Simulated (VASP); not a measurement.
Here is the system:

```
CELL_PARAMETERS angstrom
      2.88145     0.00000     0.00000
      0.00000     2.88145     0.00000
      0.00000     0.00000     2.88145
ATOMIC_POSITIONS crystal
  Ni 0.00000 0.00000 0.00000
  Ge 0.50000 0.50000 0.50000
```
Starting moments (μB, in the order of the record's atoms Ni Ge): 2.0 0.0.

Method: r2SCAN meta-GGA, VASP's PBE PAW potentials (set 64) (plane waves; VASP). Numerical set-up: 400 eV cut-off, 11×11×11 Γ-centred mesh, first-order Methfessel-Paxton smearing of 0.10 eV, potentials Ni Ge_d.

Energy and stress use the plane-wave basis of the starting cell.

The ions, cell shape and volume are relaxed. What does this cell relax into?

```
CELL_PARAMETERS angstrom
      2.93363     0.00000     0.00000
      0.00000     2.93363     0.00000
      0.00000     0.00000     2.93363
ATOMIC_POSITIONS crystal
  Ni 0.00000 0.00000 0.00000
  Ge 0.50000 0.50000 0.50000
```
Space group Pm-3m (221), at a tolerance of 0.03 Å. The cell ends with 0.00 μB, on the sites 0.00 0.00 μB.

How do energy and volume change from the first to the last step?

The energy (σ→0) changes by -18.6 meV/atom and the volume by +5.5 %, in 3 ionic steps.

| step | E(σ→0) (eV) | max force (eV/Å) | pressure (GPa) | volume (Å³) |
|---|---|---|---|---|
| 1 | -25.7300 | 0.000 | 9.58 | 23.92 |
| 2 | -25.7405 | 0.000 | -6.57 | 26.49 |
| 3 | -25.7672 | 0.000 | -0.09 | 25.25 |

The structure was generated: NiGe was put into the CsCl type (Pm-3m), which need not be its known phase. This run relaxes it. Symmetry was kept, so distortions that lower it aren't found.
